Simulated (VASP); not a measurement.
All values below come from HSE06 screened hybrid, VASP's PBE PAW potentials (set 64) (plane waves; VASP 6.6.1).

VASP ran on this input.

KPOINTS:
```
Automatic mesh
0
gamma
6 6 6
```

File POSCAR:
```
BP
1
    0.0000000000     2.2275470000     2.2275470000
    2.2275470000     0.0000000000     2.2275470000
    2.2275470000     2.2275470000     0.0000000000
B P
1 1
Direct
  0.0000000000   0.0000000000   0.0000000000
  0.2500000000   0.2500000000   0.2500000000
```

INCAR:
```
LCHARG = .FALSE.
ENCUT = 400   # plane-wave cut-off (eV)
LHFCALC = .TRUE.
ISYM = 3
PREC = Accurate
LWAVE = .FALSE.
LREAL = .FALSE.
ISMEAR = 0
GGA = PE   # PBE
ALGO = Normal
ISIF = 2   # forces and stress, cell fixed
LASPH = .TRUE.
SYSTEM = BP
PRECFOCK = Fast
SIGMA = 0.01   # width (eV)
HFSCREEN = 0.2
AEXX = 0.25
EDIFF = 1E-6   # SCF stop (eV)
NELM = 100   # most electronic steps
```

POTCAR, in this order: B P (PBE.64 set). Program: vasp_std.

What will the output report for the number of irreducible k-points (NKPTS), largest plane-wave count, number of space-group operations, FFT grid (NGX, NGY, NGZ)?

| Item | Value |
|---|---|
| number of irreducible k-points (NKPTS) | 16 |
| largest plane-wave count | 419 |
| number of space-group operations | 24 |
| FFT grid (NGX, NGY, NGZ) | 24 × 24 × 24 |

The structure comes from a computed database's BP entry; how it stands against other phases isn't given here. The cell was not relaxed at this level. The run is one of a series of settings (KPOINTS 6×6×6 Γ-centred mesh against the base run), some of them coarse on purpose.
